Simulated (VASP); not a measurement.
Output of a VASP run:

OSZICAR:
```
       N       E                     dE             d eps       ncg     rms          rms(c)
DAV:   1     0.100694582576E+03    0.10069E+03   -0.75831E+03  3248   0.125E+03
DAV:   2    -0.190840887902E+02   -0.11978E+03   -0.10788E+03  3440   0.399E+02
DAV:   3    -0.258249160617E+02   -0.67408E+01   -0.62797E+01  3972   0.777E+01
DAV:   4    -0.259749882198E+02   -0.15007E+00   -0.14953E+00  3448   0.114E+01
DAV:   5    -0.259767320068E+02   -0.17438E-02   -0.17435E-02  3792   0.103E+00    0.259E+01
DAV:   6    -0.248281025990E+02    0.11486E+01   -0.12040E+00  3488   0.101E+01    0.120E+01
DAV:   7    -0.244808394662E+02    0.34726E+00   -0.86523E-01  3672   0.846E+00    0.553E-01
DAV:   8    -0.244739522772E+02    0.68872E-02   -0.83175E-03  3356   0.784E-01    0.311E-01
DAV:   9    -0.244718390594E+02    0.21132E-02   -0.15247E-03  3452   0.488E-01    0.570E-02
DAV:  10    -0.244718701550E+02   -0.31096E-04   -0.51669E-05  3688   0.723E-02    0.118E-02
DAV:  11    -0.244718432460E+02    0.26909E-04   -0.67029E-06  3324   0.320E-02    0.952E-04
DAV:  12    -0.244718426823E+02    0.56370E-06   -0.14828E-07  1732   0.428E-03
   1 F= -.22773371E+02 E0= -.22773672E+02  d E =-.227734E+02
```

OUTCAR:
```
------------------------ aborting loop because EDIFF is reached ----------------------------------------
  FORCE on cell =-STRESS in cart. coord.  units (eV):
  Direction    XX          YY          ZZ          XY          YZ          ZX
  --------------------------------------------------------------------------------------
  Total        1.7138145      1.7138140      1.7135405      0.0000000     -0.0000000     -0.0000000
  in kB      100.9033189    100.9032878    100.8871889      0.0000000     -0.0000000     -0.0000000
  external PRESSURE =       0.8979319 kB  Pullay stress =     100.0000000 kB
  volume of cell :       27.21
      direct lattice vectors                 reciprocal lattice vectors
     1.353924445 -2.345065567  0.000000000     0.369296826 -0.213213655  0.000000000
     1.353924445  2.345065567  0.000000000     0.369296826  0.213213655  0.000000000
     0.000000000  0.000000000  4.285381859     0.000000000  0.000000000  0.233351434
 POSITION                                       TOTAL-FORCE (eV/Angst)
 -----------------------------------------------------------------------------------
      1.35392      0.78169      1.07135         0.000000      0.000000      0.000000
      1.35392     -0.78169      3.21404        -0.000000     -0.000000      0.000000
 -----------------------------------------------------------------------------------
    total drift:                                0.000001      0.000018     -0.000020
  FREE ENERGIE OF THE ION-ELECTRON SYSTEM (eV)
  ---------------------------------------------------
  free  energy   TOTEN  =       -24.4718426823 eV

  energy  without entropy=      -24.4727453241  energy(sigma->0) =      -24.47214356
  enthalpy is  TOTEN    =       -22.7733708093 eV   P V=        1.6984718730

 reached required accuracy - stopping structural energy minimisation
```
(Selected blocks of OUTCAR.)

POSCAR:
```
Os
1
    1.3539244447    -2.3450655666     0.0000000000
    1.3539244447     2.3450655666    -0.0000000000
    0.0000000000    -0.0000000000     4.2853818590
Os
2
Direct
  0.3333330000   0.6666670000   0.2500000000
  0.6666670000   0.3333330000   0.7500000000
```

Problem. Write an INCAR and KPOINTS that could have produced this output.

Solution. This is not unique; one that fits is the input of the run itself, PBEsol GGA, plane waves, VASP's PBE PAW potentials (set 64).

**INCAR**
```
! general
SYSTEM  = Os
PREC    = Accurate
ENCUT   = 500
LREAL   = .FALSE.
LASPH   = .TRUE.

! electronic loop
EDIFF   = 1E-6
NELM    = 100
ALGO    = Normal
LMAXMIX = 6

! smearing
ISMEAR  = 1
SIGMA   = 0.1

! functional
GGA     = PS

! ions
IBRION  = 2
NSW     = 40
ISIF    = 3
EDIFFG  = -0.02
PSTRESS = 100

! output
LWAVE   = .FALSE.
LCHARG  = .FALSE.
```

**KPOINTS**
```
Automatic mesh
0
Gamma
15 15 9
0 0 0
```

POTCAR, in this order: Os (PBE.64 set). Program: vasp_std.

The compound is Os in the hcp structure. It was relaxed first under an external pressure of 10 GPa.
